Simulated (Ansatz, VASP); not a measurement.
# Cross-check of ZnH90C45S9N2O33F4 between VASP and Ansatz

Wanted: the spread between two codes on one cell, functional and k mesh. The cell is taken from a series of runs on this material, whose earlier steps may have relaxed, scaled, displaced or heated it; both programs get it as it stands.

Calculated with Ansatz 0.2.0; plane waves, with VASP 6.6.1 beside it; single point at PBE with D3(BJ).

## Step 1: Starting point

The cell holds 184 atoms: 45 C, 33 O, 90 H, 9 S, 2 N, 4 F and 1 Zn. Cell: a = 13.044 Å, b = 13.044 Å, c = 13.044 Å, α = 90.0°, β = 90.0°, γ = 90.0°.

## Step 2: VASP: single point, PBE with D3(BJ)

A single point gives forces, pressure and levels at one fixed geometry, so differences don't come from the geometry; what else differs is listed under the comparison.

Lines of VASP's logs that name or quote its potential files are left out, and so is its time.

Input file INCAR:

```
SYSTEM = ZnH90C45S9N2O33F4
PREC = Accurate
ENCUT = 600
EDIFF = 1E-06
NELM = 120
ISMEAR = 0
SIGMA = 0.01
LREAL = Auto
ALGO = Normal
GGA = PE
IVDW = 12
NBANDS = 414
LORBIT = 11
LWAVE = .FALSE.
LCHARG = .FALSE.
ISIF = 2
LASPH = .TRUE.
GGA_COMPAT = .FALSE.
EFERMI = MIDGAP
```

Input file POSCAR:

```
ZnH90C45S9N2O33F4
1.0
   13.0437100000      0.0000000000      0.0000000000
    0.0000000000     13.0437100000      0.0000000000
    0.0000000000      0.0000000000     13.0437100000
C O H S N F Zn
45 33 90 9 2 4 1
Direct
    0.6843900000      0.6931800000      0.1856000000
    0.6835700000      0.6914100000      0.3025400000
    0.7095700000      0.8598800000      0.3731600000
    0.7274900000      0.9745000000      0.5121800000
    0.8068200000      0.0021700000      0.5927100000
    0.6220600000      0.6060900000      0.8942700000
    0.5159600000      0.6384900000      0.8662300000
    0.3647200000      0.6531300000      0.9763600000
    0.2368400000      0.7552500000      0.8994500000
    0.1483300000      0.6865000000      0.8986400000
    0.4943400000      0.3674900000      0.5524300000
    0.4288600000      0.2763900000      0.5139000000
    0.4780600000      0.1407700000      0.6089900000
    0.5118500000      0.9917300000      0.7127400000
    0.4633600000      0.9214200000      0.7912600000
    0.4304200000      0.8234900000      0.5172500000
    0.3687500000      0.7371200000      0.4736600000
    0.4165000000      0.6154200000      0.3472300000
    0.4456900000      0.4574800000      0.2566100000
    0.5227900000      0.3693400000      0.2597700000
    0.8698900000      0.8694500000      0.9642000000
    0.8059100000      0.8712600000      0.8672000000
    0.7841000000      0.7665900000      0.7281900000
    0.7627900000      0.6608400000      0.5795000000
    0.6616900000      0.6133400000      0.6121400000
    0.9892200000      0.5511800000      0.2739100000
    0.9172900000      0.5029000000      0.1968400000
    0.9578000000      0.5205500000      0.0949400000
    0.0677300000      0.4866100000      0.0975800000
    0.1118100000      0.9968600000      0.1515500000
[... 148 atom lines left out ...]
    0.7227100000      0.2575100000      0.4305500000
    0.4899600000      0.0655700000      0.3670600000
    0.5271700000      0.8608000000      0.0509700000
    0.7250900000      0.4379500000      0.3807100000
    0.6526200000      0.1713800000      0.2913700000
    0.2872000000      0.7149100000      0.1880500000
```

Input file KPOINTS:

```
Automatic mesh
0
Gamma
1 1 1
0 0 0
```

Potentials, in the order of the species: C, O, H, S, N, F and Zn (PBE family, release 64).

The run is started by

```bash
$ export OMP_NUM_THREADS=3
$ mpirun -np 1 vasp_gam
```

Numbers of over 12 decimals in the logs are rounded to 6 here.

Output:

```text
[banner, memory and clock lines left out]
running    1 mpi-ranks, on    1 nodes
[...]
Offloading initialized ...    1 GPUs detected
[...]
LDA part: xc-table for (Slater+PW92), standard interpolation
 POSCAR, INCAR and KPOINTS ok, starting setup
[...]
entering main loop
       N       E                     dE             d eps       ncg     rms          rms(c)
DAV:   1     0.522006291452E+04    0.52201E+04   -0.32367E+05   828   0.144E+03
DAV:   2    -0.484983643620E+03   -0.57050E+04   -0.53859E+04  1028   0.331E+02
DAV:   3    -0.111431886970E+04   -0.62934E+03   -0.62310E+03  1002   0.120E+02
DAV:   4    -0.113286025673E+04   -0.18541E+02   -0.18433E+02  1048   0.238E+01
[...]
DAV:  20    -0.102188322259E+04    0.15343E-05   -0.42500E-06   944   0.563E-03    0.667E-03
DAV:  21    -0.102188322154E+04    0.10578E-05   -0.16311E-06   800   0.376E-03    0.303E-03
DAV:  22    -0.102188322105E+04    0.48695E-06   -0.80586E-07   712   0.332E-03
   1 F= -.10318376E+04 E0= -.10318376E+04  d E =0.000000E+00
```

OUTCAR, selected parts (step 2):

```text
  FREE ENERGIE OF THE ION-ELECTRON SYSTEM (eV)
  ---------------------------------------------------
  free  energy   TOTEN  =     -1031.8376252576 eV

  energy  without entropy=    -1031.8376252576  energy(sigma->0) =    -1031.83762526
```

The run ends at a pressure of 1.79 GPa, with forces up to 5.3 eV/Å.

## Step 3: Ansatz: single point, PBE with D3(BJ)

Ansatz runs on its default PAW (the set named soft_2) files.

The same cell, functional and mesh now go to Ansatz, which takes its cutoff from its data sets.

Input file input.yaml:

```yaml
crystal:
  lattice:
    - [13.04371, 0.0, 0.0]
    - [0.0, 13.04371, 0.0]
    - [0.0, 0.0, 13.04371]
  atoms:
    - { symbol: C, position: [0.68439, 0.69318, 0.1856] }
    - { symbol: C, position: [0.68357, 0.69141, 0.30254] }
    - { symbol: O, position: [0.74975, 0.76971, 0.33921] }
    - { symbol: C, position: [0.70957, 0.85988, 0.37316] }
    - { symbol: O, position: [0.62118, 0.88731, 0.35244] }
    - { symbol: O, position: [0.76976, 0.89732, 0.44849] }
    - { symbol: C, position: [0.72749, 0.9745, 0.51218] }
    - { symbol: C, position: [0.80682, 0.00217, 0.59271] }
    - { symbol: H, position: [0.66419, 0.76516, 0.15305] }
    - { symbol: H, position: [0.63451, 0.62952, 0.15459] }
    - { symbol: H, position: [0.76191, 0.67283, 0.15727] }
    - { symbol: H, position: [0.71247, 0.61573, 0.33092] }
    - { symbol: H, position: [0.60798, 0.70632, 0.33404] }
    - { symbol: H, position: [0.7093, 0.04132, 0.46137] }
    - { symbol: H, position: [0.65422, 0.94731, 0.54339] }
    - { symbol: H, position: [0.87711, 0.96108, 0.59149] }
    - { symbol: H, position: [0.77328, 0.98989, 0.66831] }
    - { symbol: H, position: [0.82423, 0.08145, 0.58181] }
    - { symbol: C, position: [0.62206, 0.60609, 0.89427] }
    - { symbol: C, position: [0.51596, 0.63849, 0.86623] }
    - { symbol: O, position: [0.46082, 0.62022, 0.96764] }
    - { symbol: C, position: [0.36472, 0.65313, 0.97636] }
    - { symbol: O, position: [0.32078, 0.66509, 0.0594] }
    - { symbol: O, position: [0.3314, 0.69932, 0.88807] }
    - { symbol: C, position: [0.23684, 0.75525, 0.89945] }
    - { symbol: C, position: [0.14833, 0.6865, 0.89864] }
    - { symbol: H, position: [0.65393, 0.6412, 0.96314] }
    - { symbol: H, position: [0.67281, 0.63365, 0.83158] }
    - { symbol: H, position: [0.62486, 0.5235, 0.89906] }
    - { symbol: H, position: [0.48228, 0.59212, 0.80932] }
    - { symbol: H, position: [0.51897, 0.72377, 0.84171] }
    - { symbol: H, position: [0.23082, 0.79122, 0.9712] }
    - { symbol: H, position: [0.22054, 0.81504, 0.84004] }
    - { symbol: H, position: [0.17284, 0.60536, 0.90759] }
    - { symbol: H, position: [0.11377, 0.69432, 0.82318] }
    - { symbol: H, position: [0.09476, 0.71297, 0.95822] }
    - { symbol: C, position: [0.49434, 0.36749, 0.55243] }
    - { symbol: C, position: [0.42886, 0.27639, 0.5139] }
    - { symbol: O, position: [0.40099, 0.20844, 0.59514] }
    - { symbol: C, position: [0.47806, 0.14077, 0.60899] }
    - { symbol: O, position: [0.5678, 0.14904, 0.58482] }
    - { symbol: O, position: [0.43843, 0.05898, 0.66842] }
    - { symbol: C, position: [0.51185, 0.99173, 0.71274] }
    - { symbol: C, position: [0.46336, 0.92142, 0.79126] }
    - { symbol: H, position: [0.4665, 0.39721, 0.62378] }
    - { symbol: H, position: [0.48895, 0.43478, 0.5051] }
    - { symbol: H, position: [0.57205, 0.34579, 0.57339] }
    - { symbol: H, position: [0.46503, 0.22598, 0.45084] }
    - { symbol: H, position: [0.3554, 0.2967, 0.48173] }
    - { symbol: H, position: [0.56449, 0.95504, 0.65632] }
    - { symbol: H, position: [0.57493, 0.03685, 0.74391] }
    - { symbol: H, position: [0.41915, 0.85929, 0.75212] }
    - { symbol: H, position: [0.3985, 0.96346, 0.83387] }
    - { symbol: H, position: [0.5196, 0.89539, 0.84486] }
    - { symbol: C, position: [0.43042, 0.82349, 0.51725] }
    - { symbol: C, position: [0.36875, 0.73712, 0.47366] }
    - { symbol: O, position: [0.43596, 0.65892, 0.44158] }
    - { symbol: C, position: [0.4165, 0.61542, 0.34723] }
    - { symbol: O, position: [0.35605, 0.64454, 0.28019] }
    - { symbol: O, position: [0.46894, 0.52406, 0.33787] }
    - { symbol: C, position: [0.44569, 0.45748, 0.25661] }
    - { symbol: C, position: [0.52279, 0.36934, 0.25977] }
[... 10 lines left out ...]
    - { symbol: C, position: [0.86989, 0.86945, 0.9642] }
    - { symbol: C, position: [0.80591, 0.87126, 0.8672] }
    - { symbol: O, position: [0.85118, 0.78932, 0.80628] }
    - { symbol: C, position: [0.7841, 0.76659, 0.72819] }
    - { symbol: O, position: [0.69892, 0.80789, 0.71621] }
    - { symbol: O, position: [0.82608, 0.68872, 0.67116] }
    - { symbol: C, position: [0.76279, 0.66084, 0.5795] }
    - { symbol: C, position: [0.66169, 0.61334, 0.61214] }
[... 10 lines left out ...]
    - { symbol: O, position: [0.17799, 0.61609, 0.209] }
    - { symbol: S, position: [0.11438, 0.5239, 0.22214] }
    - { symbol: O, position: [0.16051, 0.43627, 0.26846] }
    - { symbol: C, position: [0.98922, 0.55118, 0.27391] }
    - { symbol: C, position: [0.91729, 0.5029, 0.19684] }
    - { symbol: C, position: [0.9578, 0.52055, 0.09494] }
    - { symbol: C, position: [0.06773, 0.48661, 0.09758] }
[... 8 lines left out ...]
    - { symbol: O, position: [0.00296, 0.829, 0.15562] }
    - { symbol: S, position: [0.09086, 0.87393, 0.2003] }
    - { symbol: O, position: [0.18947, 0.81814, 0.20072] }
    - { symbol: C, position: [0.11181, 0.99686, 0.15155] }
[... 11 lines left out ...]
    - { symbol: O, position: [0.94426, 0.12851, 0.9496] }
    - { symbol: S, position: [0.89142, 0.22635, 0.92527] }
    - { symbol: O, position: [0.94308, 0.32415, 0.93558] }
[... 12 lines left out ...]
    - { symbol: O, position: [0.27161, 0.50679, 0.55542] }
    - { symbol: S, position: [0.16523, 0.53186, 0.53777] }
    - { symbol: O, position: [0.13832, 0.61658, 0.47232] }
    - { symbol: C, position: [0.09602, 0.41563, 0.51321] }
    - { symbol: C, position: [0.03321, 0.39591, 0.60983] }
    - { symbol: C, position: [0.0109, 0.50046, 0.65765] }
    - { symbol: C, position: [0.11234, 0.55333, 0.66302] }
[... 8 lines left out ...]
    - { symbol: O, position: [0.46117, 0.38583, 0.90163] }
    - { symbol: S, position: [0.36199, 0.36806, 0.94822] }
    - { symbol: O, position: [0.31147, 0.43259, 0.0262] }
    - { symbol: C, position: [0.27119, 0.34046, 0.84619] }
    - { symbol: C, position: [0.22738, 0.2382, 0.86587] }
    - { symbol: C, position: [0.3164, 0.17938, 0.91085] }
    - { symbol: C, position: [0.36176, 0.23837, 0.99769] }
    - { symbol: H, position: [0.20853, 0.39861, 0.84605] }
    - { symbol: H, position: [0.31032, 0.34646, 0.77516] }
    - { symbol: H, position: [0.19078, 0.21416, 0.79181] }
    - { symbol: H, position: [0.15791, 0.2468, 0.91859] }
    - { symbol: H, position: [0.28591, 0.10792, 0.94627] }
    - { symbol: H, position: [0.37804, 0.16084, 0.85502] }
    - { symbol: H, position: [0.44283, 0.21462, 0.00394] }
    - { symbol: H, position: [0.31573, 0.236, 0.06982] }
    - { symbol: "N", position: [0.49578, 0.97804, 0.20515] }
    - { symbol: S, position: [0.41559, 0.0189, 0.28033] }
    - { symbol: O, position: [0.35776, 0.94136, 0.33514] }
    - { symbol: O, position: [0.3619, 0.10736, 0.23902] }
    - { symbol: F, position: [0.48996, 0.06557, 0.36706] }
    - { symbol: S, position: [0.43686, 0.90436, 0.12909] }
    - { symbol: O, position: [0.3957, 0.80971, 0.17022] }
    - { symbol: O, position: [0.3695, 0.96066, 0.06274] }
    - { symbol: F, position: [0.52717, 0.8608, 0.05097] }
    - { symbol: "N", position: [0.72271, 0.25751, 0.43055] }
    - { symbol: S, position: [0.78024, 0.35747, 0.45424] }
    - { symbol: O, position: [0.8802, 0.3719, 0.41725] }
    - { symbol: O, position: [0.76418, 0.39702, 0.55713] }
    - { symbol: F, position: [0.72509, 0.43795, 0.38071] }
    - { symbol: S, position: [0.75535, 0.22323, 0.32236] }
    - { symbol: O, position: [0.77009, 0.2992, 0.24544] }
    - { symbol: O, position: [0.82633, 0.1363, 0.31698] }
    - { symbol: F, position: [0.65262, 0.17138, 0.29137] }
    - { symbol: Zn, position: [0.2872, 0.71491, 0.18805] }
kpoints:
  mp_grid: { grid: [1, 1, 1] }
hamiltonian:
  xc: pbe
  dispersion: d3bj
scf:
  occupations: { method: fixed }
output:
  forces: true
  stress: true
  populations: true
  dos:
    method: { smearing: { sigma: 0.08 } }
    de: 0.1
    projected: { site_lists: { C: [C], F: [F], H: [H], "N": ["N"], O: [O] } }
  eigenvalues: true
  write_density: true
  write_potential: true
  volumetric_format: npy
```

The run is started by

```bash
$ ansatz run input.yaml --threads 8 --pin off --max-ram 15872MiB --backend cpu --events-out ev --progress --plain --runs-dir out
```

Output:

```text
Engine: ansatz 0.2.0, aarch64-unknown-linux-gnu
Pseudopotentials: kind: paw
Pseudopotential: C, paw, valence charge 4, recommended cutoff 420 eV (normal), C.paw.azcp
Pseudopotential: O, paw, valence charge 6, recommended cutoff 420 eV (normal), O.paw.azcp
Pseudopotential: H, paw, valence charge 1, recommended cutoff 420 eV (normal), H.paw.azcp
Pseudopotential: S, paw, valence charge 6, recommended cutoff 420 eV (normal), S.paw.azcp
Pseudopotential: N, paw, valence charge 5, recommended cutoff 420 eV (normal), N.paw.azcp
Pseudopotential: F, paw, valence charge 7, recommended cutoff 420 eV (normal), F.paw.azcp
Pseudopotential: Zn, paw, valence charge 12, recommended cutoff 420 eV (normal), Zn.paw.azcp
Functional definition: PBE
  parameter kappa = 0.804
  parameter beta = 0.066725
  exchange = pbe_x(kappa = kappa, mu = beta*pi^2/3)
  correlation = pbe_c(beta = beta)
Crystal: 184 atoms, lattice volume = 2219.236 Å³
Basis set: ecut = 420 eV, 43507 PW (Γ), exchange–correlation on 180×180×180 points (8 copies of the dense FFT grid, shifted against one another)
Bands: 470, of which v1, the nominal top of the filled ones, is band 286 counted from 1 (285 counted from 0)
Symmetry: 1 space group operations
Space group: P1 (ITA 1), of the structure as read, at distance tolerance 1.3e-4 Å
k-points: 1
Non-local potential: C, projectors of the file, l = 0: 2, l = 1: 2, l = 2: 1
Non-local potential: O, projectors of the file, l = 0: 2, l = 1: 2, l = 2: 1
Non-local potential: H, projectors of the file, l = 0: 2, l = 1: 1
Non-local potential: S, projectors of the file, l = 0: 2, l = 1: 2, l = 2: 2
Non-local potential: N, projectors of the file, l = 0: 2, l = 1: 2, l = 2: 1
Non-local potential: F, projectors of the file, l = 0: 2, l = 1: 2, l = 2: 1
Non-local potential: Zn, projectors of the file, l = 0: 2, l = 1: 2, l = 2: 3, l = 3: 1
PAW form: soft (Blöchl's): semilocal exchange-correlation on the pseudo side does not see the compensation charge
PAW one-centre angular grid: C, 110 points (default); XC on 64 Gauss nodes
PAW one-centre angular grid: O, 110 points (default); XC on 64 Gauss nodes
PAW one-centre angular grid: H, 110 points (default); XC on 64 Gauss nodes
PAW one-centre angular grid: S, 110 points (default); XC on 64 Gauss nodes
PAW one-centre angular grid: N, 110 points (default); XC on 64 Gauss nodes
PAW one-centre angular grid: F, 110 points (default); XC on 64 Gauss nodes
PAW one-centre angular grid: Zn, 590 points (default); XC on 64 Gauss nodes
Initial density: superposition of atomic densities (neutral atoms: chi_scale 0, normalization atom), corrected by the library's trained network
Initial wavefunctions: pseudopotential atomic-orbital guess
Functional: x = pbe(κ = 0.804, μ = 0.219515), c = pbe(β = 0.066725)
SCF iter   1: F=—  HF=-46878.631616 eV  |F-HF|=—  |Δ(HF+E_count)|=         —  Δρ=5.90e-3  dr2=1.16e0  ethr=1.77e-3  ⟨swp⟩=4.0  Hψ=1777  notcnv=0  defer=180
preconditioner: auto → Resta (q_TF=auto, 2.176 Å⁻¹)  ε∞=2.4  [insulator: Δε(μ)=3.863 eV  Ē_g=15.544 eV  n_scr=388 (ndim 8)  ℏωp=18.5 eV  f_vac=0.309  ε∞_Penn≈2.4]
SCF iter   2: F=—  HF=-46878.302248 eV  |F-HF|=—  |Δ(HF+E_count)|=   3.29e-1  Δρ=3.16e-3  dr2=2.48e-1  ethr=2.03e-4  ⟨swp⟩=2.0  Hψ=815  notcnv=0  defer=182
SCF iter   3: F=—  HF=-46878.271092 eV  |F-HF|=—  |Δ(HF+E_count)|=   3.12e-2  Δρ=1.40e-3  dr2=7.93e-2  ethr=4.34e-5  ⟨swp⟩=2.0  Hψ=574  notcnv=0  defer=182
SCF iter   4: F=—  HF=-46878.254888 eV  |F-HF|=—  |Δ(HF+E_count)|=   1.62e-2  Δρ=5.33e-4  dr2=9.06e-3  ethr=1.39e-5  ⟨swp⟩=2.0  Hψ=565  notcnv=0  defer=182
SCF iter   5: F=—  HF=-46878.253636 eV  |F-HF|=—  |Δ(HF+E_count)|=   1.25e-3  Δρ=3.44e-4  dr2=2.60e-3  ethr=1.58e-6  ⟨swp⟩=2.0  Hψ=823  notcnv=0  defer=182
SCF iter   6: F=—  HF=-46878.253253 eV  |F-HF|=—  |Δ(HF+E_count)|=   3.83e-4  Δρ=1.47e-4  dr2=4.67e-4  ethr=4.54e-7  ⟨swp⟩=2.0  Hψ=572  notcnv=0  defer=182
SCF iter   7: F=—  HF=-46878.253230 eV  |F-HF|=—  |Δ(HF+E_count)|=   2.34e-5  Δρ=3.64e-5  dr2=3.94e-5  ethr=8.16e-8  ⟨swp⟩=2.0  Hψ=563  notcnv=0  defer=181
SCF iter   8: F=—  HF=-46878.253809 eV  |F-HF|=—  |Δ(HF+E_count)|=   5.79e-4  Δρ=2.27e-5  dr2=1.18e-5  ethr=6.88e-9  ⟨swp⟩=2.0  Hψ=572  notcnv=0  defer=181
SCF iter   9: F=—  HF=-46878.253810 eV  |F-HF|=—  |Δ(HF+E_count)|=   1.38e-6  Δρ=7.64e-6  dr2=1.61e-6  ethr=2.07e-9  ⟨swp⟩=2.0  Hψ=572  notcnv=0  defer=181
SCF iter  10: F=—  HF=-46878.253811 eV  |F-HF|=—  |Δ(HF+E_count)|=   1.12e-6  Δρ=3.48e-6  dr2=3.48e-7  ethr=2.82e-10  ⟨swp⟩=2.0  Hψ=570  notcnv=0  defer=181
SCF iter  11: F=-46878.253812 eV  HF=-46878.253812 eV  |F-HF|=1.22e-7  |Δ(HF+E_count)|=   3.52e-7  Δρ=1.61e-6  dr2=7.56e-8  ethr=1.75e-11  ⟨swp⟩=22.0  Hψ=4714  notcnv=0
SCF 1 converged in 11 iterations: F = -46878.253812 eV  dr2 = 7.56e-8
  greatest PAW one-centre occupation: 0.991 electrons in one spin orbital (limit 2), on the Zn atom at site 183 (counted from 0), in its partial waves of l = 2
[...]
--- Löwdin populations: 184 sites ---
  site symbol       q [e]
     0      C      4.4601
     1      C      4.0386
     2      O      6.2942
     3      C      3.3048
     4      O      6.4282
     5      O      6.2671
     6      C      4.0218
     7      C      4.4795
     8      H      0.7862
     9      H      0.8176
    10      H      0.8235
    11      H      0.8026
    12      H      0.8144
    13      H      0.8015
    14      H      0.8279
    15      H      0.7843
    16      H      0.8188
    17      H      0.7891
    18      C      4.4429
    19      C      4.0372
    20      O      6.2435
    21      C      3.2656
    22      O      6.5223
    23      O      6.2724
[...]
176      O      6.7560
   177      O      6.7374
   178      F      7.4307
   179      S      3.5608
   180      O      6.7371
   181      O      6.7538
   182      F      7.3985
   183     Zn     10.3925
  spilling = 0.016449 (of n_electrons = 572.000000)
```

In the SCF lines HF is the Harris–Foulkes energy and dr2 the Hartree energy of the density residual, in eV; the loop may stop once dr2 is under the threshold and the program's other checks hold. Hψ counts applications of the Hamiltonian.

## Step 4: Differences

Known differences besides the potentials themselves: fixed occupations in Ansatz, narrow Gaussian smearing in VASP; the cutoff is 420 eV in Ansatz and 600 eV in VASP (PREC = Accurate, projectors in real space). Total energies have different zeros and are not compared.

Both answers:

```csv
quantity,Ansatz,VASP,difference
pressure (GPa),2.03,1.79,+0.24
gap on the k mesh (eV),4.210,4.210,+0.001
```

Forces on 9 of the 184 atoms, those with the largest forces and the largest differences (eV/Å; atoms numbered as in POSCAR):

```csv
atom,"Ansatz x, y, z","VASP x, y, z"
C35,"-2.649, -0.819, -2.956","-2.660, -0.839, -2.956"
O53,"-0.831, -0.232, 0.053","-0.371, -0.195, -0.066"
O56,"2.569, -1.695, 3.393","2.431, -1.638, 3.243"
O63,"-1.766, -1.475, -1.245","-1.419, -1.307, -1.077"
O75,"3.541, -0.677, -0.954","3.079, -0.733, -0.787"
S174,"-1.753, 2.159, 2.825","-1.883, 2.028, 2.625"
S176,"-0.849, 3.164, 2.931","-0.489, 3.077, 2.982"
S177,"1.674, -3.990, -3.245","1.867, -3.775, -3.291"
N178,"1.687, -2.123, -2.131","1.472, -2.111, -2.057"
```

The forces differ by 84 meV/Å r.m.s., which is 8.4 % of the r.m.s. force of 0.999 eV/Å (both taken over all components). A gap on the mesh is an upper bound, since the band edges may lie between its points.

## Step 5: Summary of results

```json
{
  "r.m.s. force difference (single point, PBE with D3(BJ))": "8.4 % of the r.m.s. force"
}
```

In words: The r.m.s. force difference is 8.4 % of the r.m.s. force (single point, PBE with D3(BJ)), beyond the 3 % picked in this series as the mark of a large difference. What causes the difference of the single point, PBE with D3(BJ) pair stays open here. How closely two codes agree says nothing of how well the functional describes the real material.

[Lines on the potential files, build, host, timing and source positions are cut from VASP's logs without a mark.]

[Logs are printed without paths, hosts, clocks, repeated set-up lines and the standing remarks that a program may print on its own settings, such as how far it seeks lower states.]

[Hosts, paths, dates, database ids (printed as entryN), source tags and the programs' standing remarks are cut or masked in the printed files.]
